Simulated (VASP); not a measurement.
Data:

```xyz
4
Lattice="3.8358 0.0000 0.0000 0.0000 3.8358 0.0000 0.0000 0.0000 7.1713" Properties=species:S:1:pos:R:3 pbc="T T T"
Sn     3.8358     1.9179     0.0000
Sn     1.9179     3.8358     3.5856
Si     3.8358     0.0000     1.7928
Si     0.0000     3.8358     5.3784
```

Level of theory: PBEsol GGA, VASP's PBE PAW potentials (set 64) (plane waves; VASP). Numerical set-up: 400 eV cut-off, Gaussian smearing of 0.050 eV, potentials Sn_d Si.

Task: Give the energies of bands 12 to 21 at the high-symmetry points, in eV from the Fermi level.

Result: 
| band | Γ | X | M | Z | R | A |
|---|---|---|---|---|---|---|
| 12 | -8.48 | -7.80 | -6.92 | -10.50 | -8.38 | -7.39 |
| 13 | -8.33 | -7.10 | -6.92 | -5.02 | -7.73 | -6.90 |
| 14 | -1.36 | -6.13 | -5.64 | -5.02 | -4.58 | -6.90 |
| 15 | -1.36 | -3.61 | -4.44 | -0.98 | -3.15 | -3.22 |
| 16 | -1.19 | -2.77 | -2.93 | -0.98 | -3.11 | -3.22 |
| 17 | -0.42 | -0.57 | -2.93 | 0.01 | -0.53 | -1.43 |
| 18 | 1.49 | 0.63 | -1.91 | 0.01 | -0.48 | -1.43 |
| 19 | 1.49 | 1.74 | -0.06 | 1.73 | 1.04 | -1.24 |
| 20 | 1.99 | 1.98 | 0.34 | 1.73 | 1.57 | -1.24 |
| 21 | 2.15 | 3.09 | 0.34 | 3.25 | 2.93 | 2.05 |

It has no gap at this level: it comes out as a metal or semimetal.

The structure was generated: SiSn was put into the PtS type (P4_2/mmc), which need not be its known phase. It was relaxed first.
